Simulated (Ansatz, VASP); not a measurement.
# C (Diamond): VASP beside Ansatz, part 2 of 2

Wanted: the spread between two codes on one cell, functional and k mesh. The cell is taken from a series of VASP runs on this material, whose earlier steps may have relaxed, scaled or displaced it; both programs get it as it stands.

VASP 6.6.1 and Ansatz 0.2.0.

So far: Starting point; VASP: elastic constants, r2SCAN.

### 3. Ansatz: elastic constants, r2SCAN

Level of this step: Ansatz beside VASP: Kohn-Sham DFT, plane waves, r2SCAN (Ansatz).

Ansatz runs on its default PAW (the set named soft_2) files.

The same cell, functional, mesh and smearing now go to Ansatz, which takes its cutoff from its data sets.

input.yaml

```yaml
crystal:
  lattice:
    - [0.0, 1.7815621285, 1.7815621285]
    - [1.7815621285, 0.0, 1.7815621285]
    - [1.7815621285, 1.7815621285, 0.0]
  atoms:
    - { symbol: C, position: [0.0, 0.0, 0.0] }
    - { symbol: C, position: [0.25, 0.25, 0.25] }
hamiltonian:
  xc: r2scan
  pseudopotentials: { kind: paw }
kpoints:
  mp_grid: { grid: [9, 9, 9] }
scf:
  occupations: { method: gaussian, width: 0.05 }
elastic:
  mode: relaxed_ion
  stencil: two_point
output:
  forces: true
  stress: true
```

Started as:

```sh
ansatz run input.yaml --threads 4 --pin off --max-ram 9216MiB --backend cpu --events-out ev --progress --plain --runs-dir out
```

Numbers of over 12 decimals in the logs are rounded to 6 here.

The log of the run:

```text
Engine: ansatz 0.2.0, aarch64-unknown-linux-gnu
Pseudopotentials: kind: paw
Pseudopotential: C, paw, valence charge 4, recommended cutoff 500 eV (meta_gga), C.paw.azcp
Functional definition: r2SCAN
  parameter k0 = 0.174
  parameter k1 = 0.065
  parameter a1 = 4.9479
  exchange = r2scan_x(k0 = k0, k1 = k1, a1 = a1)
  correlation = r2scan_c
Crystal: 2 atoms, lattice volume = 11.309 Å³
Basis set: ecut = 500 eV, 283 PW (Γ), exchange–correlation on 80×80×80 points (64 copies of the dense FFT grid, shifted against one another)
Bands: 8, of which v1, the nominal top of the filled ones, is band 4 counted from 1 (3 counted from 0)
Symmetry: 48 space group operations
Space group: Fd-3m (ITA 227), of the structure as read, at distance tolerance 2.2e-5 Å
k-points: 35 of 729
Non-local potential: C, projectors of the file, l = 0: 2, l = 1: 2, l = 2: 1
PAW form: soft (Blöchl's): semilocal exchange-correlation on the pseudo side does not see the compensation charge
PAW frozen core: C, regenerated for the run's functional (the file was generated under x = pbe(κ = 0.804, μ = 0.219515), c = pbe(β = 0.066725))
PAW one-centre angular grid: C, 302 points (default); XC on 239 of its mesh's 2573 points in the sphere
Initial density: superposition of atomic densities (neutral atoms: chi_scale 0, normalization atom), corrected by the library's trained network
Initial wavefunctions: pseudopotential atomic-orbital guess
Functional: x = r2scan, c = r2scan; τ floored in thin density (d = 2e-4 eV/Å³)
SCF iter   1: F=—  HF=-503.055083 eV  |F-HF|=—  |Δ(HF+E_count)|=         —  Δρ=8.84e-3  dr2=2.38e-3  dr2_τ=3.85e-1  ethr=1.77e-3  ⟨swp⟩=5.1  Hψ=1886  notcnv=0
preconditioner: auto → none  [insulator: Δε(μ)=4.324 eV  Ē_g=20.830 eV  σ=0.050 eV  W_gap=1.00  n_scr=0 (ndim 8)  ℏωp=31.2 eV  f_vac=0.000  D(μ)=0.00/eV (n_scr^D=0)  ε∞_Penn≈3.2]
SCF iter   2: F=—  HF=-503.111112 eV  |F-HF|=—  |Δ(HF+E_count)|=   5.60e-2  Δρ=5.58e-3  dr2=9.72e-4  dr2_τ=5.77e-5  ethr=2.98e-5  ⟨swp⟩=2.0  Hψ=840  notcnv=0
SCF iter   3: F=—  HF=-503.111139 eV  |F-HF|=—  |Δ(HF+E_count)|=   2.67e-5  Δρ=1.88e-3  dr2=1.19e-4  dr2_τ=1.65e-5  ethr=1.21e-5  ⟨swp⟩=2.0  Hψ=398  notcnv=0
SCF iter   4: F=—  HF=-503.111172 eV  |F-HF|=—  |Δ(HF+E_count)|=   3.29e-5  Δρ=3.84e-4  dr2=4.95e-6  dr2_τ=3.18e-7  ethr=1.49e-6  ⟨swp⟩=1.4  Hψ=313  notcnv=0
SCF iter   5: F=—  HF=-503.111176 eV  |F-HF|=—  |Δ(HF+E_count)|=   4.04e-6  Δρ=9.26e-5  dr2=2.92e-7  dr2_τ=3.19e-8  ethr=6.19e-8  ⟨swp⟩=1.5  Hψ=323  notcnv=0
SCF iter   6: F=—  HF=-503.111174 eV  |F-HF|=—  |Δ(HF+E_count)|=   1.25e-6  Δρ=5.34e-6  dr2=9.07e-10  dr2_τ=1.43e-10  ethr=3.65e-9  ⟨swp⟩=2.3  Hψ=415  notcnv=0
SCF iter   7: F=—  HF=-503.111174 eV  |F-HF|=—  |Δ(HF+E_count)|=  9.12e-10  Δρ=5.68e-7  dr2=1.05e-11  dr2_τ=1.65e-12  ethr=1.13e-11  ⟨swp⟩=2.7  Hψ=425  notcnv=0
SCF iter   8: F=-503.111174 eV  HF=-503.111174 eV  |F-HF|=2.84e-13  |Δ(HF+E_count)|=  8.92e-12  Δρ=1.75e-8  dr2=1.02e-14  dr2_τ=2.41e-15  ethr=1.00e-12  ⟨swp⟩=3.1  Hψ=1143  notcnv=0
SCF 1 converged in 8 iterations: F = -503.111174 eV  dr2 = 1.02e-14
  greatest PAW one-centre occupation: 0.659 electrons in one spin orbital (limit 2), on the C atom at site 1 (counted from 0), in its partial waves of l = 0
Initial density: handed on by an earlier stage of this run
Initial wavefunctions: those handed on with the density
iter 1 solved again at ethr=1.00e-12 eV; its pass at ethr=3.10e-3 eV (dr2=1.36e-14 eV) is discarded
SCF iter   1: F=—  HF=-503.111174 eV  |F-HF|=—  |Δ(HF+E_count)|=         —  Δρ=1.74e-8  dr2=1.00e-14  dr2_τ=2.42e-15  ethr=1.00e-12  ⟨swp⟩=1.3  Hψ=2062  notcnv=0
preconditioner: auto → none  [insulator: Δε(μ)=4.380 eV  Ē_g=20.793 eV  σ=0.050 eV  W_gap=1.00  n_scr=0 (ndim 8)  ℏωp=31.2 eV  f_vac=0.000  D(μ)=0.00/eV (n_scr^D=0)  ε∞_Penn≈3.3]
SCF iter   2: F=-503.111174 eV  HF=-503.111174 eV  |F-HF|=1.14e-13  |Δ(HF+E_count)|=  4.55e-13  Δρ=8.38e-9  dr2=2.09e-15  dr2_τ=2.76e-16  ethr=1.00e-12  ⟨swp⟩=4.0  Hψ=812  notcnv=0
SCF 2 converged in 2 iterations: F = -503.111174 eV  dr2 = 2.09e-15
Crystal: 2 atoms, lattice volume = 11.287 Å³
Symmetry: 16 space group operations
k-points: 75 of 729
iter 1 solved again at ethr=3.04e-7 eV; its pass at ethr=3.10e-3 eV (dr2=2.44e-5 eV) is discarded
SCF iter   1: F=—  HF=-503.111147 eV  |F-HF|=—  |Δ(HF+E_count)|=         —  Δρ=5.10e-4  dr2=2.36e-5  dr2_τ=2.67e-5  ethr=3.04e-7  ⟨swp⟩=1.9  Hψ=4639  notcnv=0
preconditioner: auto → none  [insulator: Δε(μ)=4.332 eV  Ē_g=20.824 eV  σ=0.050 eV  W_gap=1.00  n_scr=0 (ndim 8)  ℏωp=31.3 eV  f_vac=0.000  D(μ)=0.00/eV (n_scr^D=0)  ε∞_Penn≈3.3]
SCF iter   2: F=—  HF=-503.111164 eV  |F-HF|=—  |Δ(HF+E_count)|=   1.75e-5  Δρ=2.21e-4  dr2=4.35e-6  dr2_τ=1.56e-7  ethr=2.96e-7  ⟨swp⟩=2.0  Hψ=862  notcnv=0
SCF iter   3: F=—  HF=-503.111164 eV  |F-HF|=—  |Δ(HF+E_count)|=   1.46e-7  Δρ=1.87e-5  dr2=1.50e-8  dr2_τ=1.83e-9  ethr=5.43e-8  ⟨swp⟩=2.1  Hψ=904  notcnv=0
SCF iter   4: F=—  HF=-503.111165 eV  |F-HF|=—  |Δ(HF+E_count)|=   1.23e-6  Δρ=4.25e-6  dr2=8.67e-10  dr2_τ=9.82e-11  ethr=1.87e-10  ⟨swp⟩=2.8  Hψ=928  notcnv=0
SCF iter   5: F=—  HF=-503.111165 eV  |F-HF|=—  |Δ(HF+E_count)|=  8.63e-10  Δρ=3.39e-7  dr2=5.17e-12  dr2_τ=4.43e-13  ethr=1.08e-11  ⟨swp⟩=2.3  Hψ=877  notcnv=0
[...]
SCF iter   5: F=—  HF=-503.111096 eV  |F-HF|=—  |Δ(HF+E_count)|=  1.13e-10  Δρ=6.00e-7  dr2=1.82e-11  dr2_τ=1.21e-12  ethr=2.94e-12  ⟨swp⟩=2.2  Hψ=1473  notcnv=0
SCF iter   6: F=—  HF=-503.111096 eV  |F-HF|=—  |Δ(HF+E_count)|=  1.24e-11  Δρ=5.11e-8  dr2=1.44e-13  dr2_τ=6.55e-14  ethr=2.27e-13 (applied; sched 1.00e-12)  ⟨swp⟩=2.2  Hψ=1483  notcnv=0
SCF iter   7: F=-503.111096 eV  HF=-503.111096 eV  |F-HF|=1.71e-13  |Δ(HF+E_count)|=  5.68e-14  Δρ=7.38e-9  dr2=2.33e-15  dr2_τ=1.20e-15  ethr=1.00e-12  ⟨swp⟩=4.0  Hψ=2907  notcnv=0
SCF 5 converged in 7 iterations: F = -503.111096 eV  dr2 = 2.33e-15
relax step   1: F+E_penalty+E_count = -503.11109571 eV  Δ(F+E_penalty+E_count) = +0.000e0 eV  max|allowed force component| = 4.126e-3 eV/Å  Δτ_max = 0.0000 Å  (7 SCF iters, accepted)
[...]
relax step   2: F+E_penalty+E_count = -503.11109588 eV  Δ(F+E_penalty+E_count) = -1.694e-7 eV  max|allowed force component| = 1.992e-3 eV/Å  Δτ_max = 0.0000 Å  (5 SCF iters, accepted)
[...]
relax step   3: F+E_penalty+E_count = -503.11109593 eV  Δ(F+E_penalty+E_count) = -5.147e-8 eV  max|allowed force component| = 5.159e-8 eV/Å  Δτ_max = 0.0000 Å  (5 SCF iters, accepted)
[...]
relax step   1: F+E_penalty+E_count = -503.11109571 eV  Δ(F+E_penalty+E_count) = +0.000e0 eV  max|allowed force component| = 4.126e-3 eV/Å  Δτ_max = 0.0000 Å  (7 SCF iters, accepted)
[...]
relax step   2: F+E_penalty+E_count = -503.11109593 eV  Δ(F+E_penalty+E_count) = -2.209e-7 eV  max|allowed force component| = 5.662e-8 eV/Å  Δτ_max = 0.0001 Å  (5 SCF iters, accepted)
iter 1 solved again at ethr=1.00e-12 eV; its pass at ethr=3.10e-3 eV (dr2=1.51e-14 eV) is discarded
SCF iter   1: F=—  HF=-503.111096 eV  |F-HF|=—  |Δ(HF+E_count)|=         —  Δρ=2.01e-8  dr2=1.50e-14  dr2_τ=1.91e-15  ethr=1.00e-12  ⟨swp⟩=1.3  Hψ=7399  notcnv=0
SCF iter   2: F=-503.111096 eV  HF=-503.111096 eV  |F-HF|=0.00e0  |Δ(HF+E_count)|=  1.14e-13  Δρ=1.04e-8  dr2=3.99e-15  dr2_τ=1.08e-16  ethr=1.00e-12  ⟨swp⟩=4.0  Hψ=2883  notcnv=0
SCF 11 converged in 2 iterations: F = -503.111096 eV  dr2 = 3.99e-15
SCF converged after 2 iterations
Free energy (F): -503.111174 eV
Harris-Foulkes:  -503.111174 eV  (|F-HF|=1.14e-13)
Internal energy: -503.111174 eV  (E = F + TS)
E sigma→0 (E₀):  -503.111174 eV
Fermi energy:    15.533190 eV
--- Per-component energies (eV) ---
  E_band       = 30.553934
  E_kinetic    = 184.352366
  E_local      = -120.923708  (includes V_loc(G=0)·N_el)
  E_nonlocal   = 52.556439
  E_hartree    = 26.638374
  E_xc         = -95.916982
  E_vxc        = -132.544558  (∫ρ·V_xc dr)
  E_paw        = -201.453661  (= ΣΔE_a)
  E_vpaw       = -13.157472  (= ΣTr[D̂ρ^β])
  E_aug_tail   = 0.000008  (compensation charges beyond the density's cutoff)
  E_vtau       = 6.994111  (kinetic-family band-sum trace: ∫τ·v_τ [+ j·A + Jᵃ·Aᵃ] dr)
  E_ewald      = -348.314463
  E_core_change = -0.049547  (= ΣΔE_core)
  E_smearing   = -0.000000  (= −TS)
  E_closure    = 0.000000  (closes the sum)
  Σ components = -503.111174   (vs F -503.111174, Δ=0.00e0)
--- Forces (eV/Å), atoms counted from 1 ---
  atom   1  C      0.00000000    -0.00000000     0.00000000
  atom   2  C      0.00000000     0.00000000    -0.00000000
  max |Σ_I F_I| component: 2.04e-16 eV/Å
--- Stress (GPa, compression-positive) ---
       -1.068216       0.000000       0.000000
        0.000000      -1.068216       0.000000
        0.000000       0.000000      -1.068216
  P = ⅓ Tr σ = -1.0682 GPa (-10.682 kbar)
--- Band table (eV; the first three rows and the last of 35) ---
  k-point 0: bands = ["-9.3713", "13.3436", "13.3436", "13.3436", "19.2323", "19.2323", "19.2323", "27.1896"]
  k-point 1: bands = ["-9.0140", "11.2090", "12.7730", "12.7730", "19.9838", "19.9838", "20.3968", "27.5524"]
  k-point 2: bands = ["-7.9510", "7.3429", "11.7301", "11.7301", "21.3068", "21.3068", "21.6651", "28.5252"]
  k-point 34: bands = ["-0.7826", "1.5468", "4.2749", "5.6396", "23.8323", "24.0335", "25.9354", "28.1971"]
--- Elastic constants: 2 strain directions × 2 members + reference (group order 48) ---
  dense FFT box of the reference and of every strained cell: 20×20×20
  strains applied: 11, 23; error gains: componentwise 1.00 (the most a stress slope's error grows in a printed constant), spectral 1.73 (1 for all six strains in a standard setting)
  C = ∂σ_k/∂η_j (tension-positive GPa; Voigt order 11 22 33 23 13 12):
      1106.434    117.602    117.602      0.000     -0.000     -0.000
       117.602   1106.434    117.602      0.000      0.000      0.000
       117.602    117.602   1106.434      0.000      0.000      0.000
        -0.000      0.000      0.000    583.573     -0.000     -0.000
         0.000     -0.000      0.000      0.000    583.573      0.000
         0.000     -0.000      0.000     -0.000     -0.000    583.573
  reference stress σ⁰ (GPa):      1.068      1.068      1.068     -0.000      0.000     -0.000
  C* (energy form; C + prestress term) asymmetry max|C*_kj − C*_jk| = 4.263e-14 GPa — a small one proves nothing (zero by symmetry where the batch's group is 432, −43m or m−3m); a large one is finite-difference/SCF noise where every solve meets its electron count
  moduli (Voigt/Reuss/Hill, GPa): K = 447.21/447.21/447.21   G = 547.91/544.31/546.11   E = 1164.38   ν = 0.066
  mechanically stable: yes (min eigenvalue of sym C = 583.57 GPa)
  strain η (Voigt 11):  stress-route row diagonal C_11 = 1106.43 GPa, energy-path curvature d²(F+E_count+ΔE)/dδ²/Ω₀ = 1106.13 GPa
         δ    σ_11 (GPa)             F (eV)   n_scf  n_hpsi   n_pw
    -2.000e-3      -1.1507        -503.1111654       7   11669    302   relax 0 steps, max|allowed force component| 2.22e-16 eV/Å
     2.000e-3       3.2750        -503.1108711       4    9697    302   relax 0 steps, max|allowed force component| 2.22e-16 eV/Å
  strain η (Voigt 23):  stress-route row diagonal C_44 = 583.57 GPa, energy-path curvature d²(F+E_count+ΔE)/dδ²/Ω₀ = 582.80 GPa
         δ    σ_23 (GPa)             F (eV)   n_scf  n_hpsi   n_pw
    -2.000e-3      -1.1671        -503.1110959       2   11784    302   relax 3 steps, max|allowed force component| 5.16e-8 eV/Å
     2.000e-3       1.1671        -503.1110959       2   11768    302   relax 2 steps, max|allowed force component| 5.66e-8 eV/Å
```

Run time: 6.5 s. Hardware: 4 threads of Arm Neoverse N1, shared host; peak memory 0.31 GiB; 23 s of CPU time.

### 4. Comparison

Known differences besides the potentials themselves: VASP keeps PBE cores, Ansatz makes them for the functional; the cutoff is 500 eV in Ansatz and 560 eV in VASP. Total energies have different zeros and are not compared.

Both answers:

| quantity | Ansatz | VASP | difference |
| --- | --- | --- | --- |
| C11 (GPa) | 1106.4 | 1103.1 | +0.30 % |
| C22 (GPa) | 1106.4 | 1103.1 | +0.30 % |
| C33 (GPa) | 1106.4 | 1103.1 | +0.30 % |
| C12 (GPa) | 117.6 | 118.3 | -0.57 % |
| C13 (GPa) | 117.6 | 118.3 | -0.57 % |
| C23 (GPa) | 117.6 | 118.3 | -0.57 % |
| C44 (GPa) | 583.6 | 585.2 | -0.28 % |
| C55 (GPa) | 583.6 | 585.2 | -0.28 % |
| C66 (GPa) | 583.6 | 585.2 | -0.28 % |

### 5. Results

```yaml
difference_in_c12_elastic_constants_r2scan: -0.57 %
```

What this shows: The difference in C12 is -0.57 % (elastic constants, r2SCAN), within the 5 % picked in this series as the mark of a large difference. Such differences can come from data sets, numerical settings and the points named under the comparisons, not from the functional's error against experiment.

[Lines on the potential files, build, host, timing and source positions are cut from VASP's logs without a mark.]

[Logs are printed without paths, hosts, clocks, repeated set-up lines and the standing remarks that a program may print on its own settings, such as how far it seeks lower states.]

[Hosts, paths, dates, database ids (printed as entryN), source tags and the programs' standing remarks are cut or masked in the printed files.]
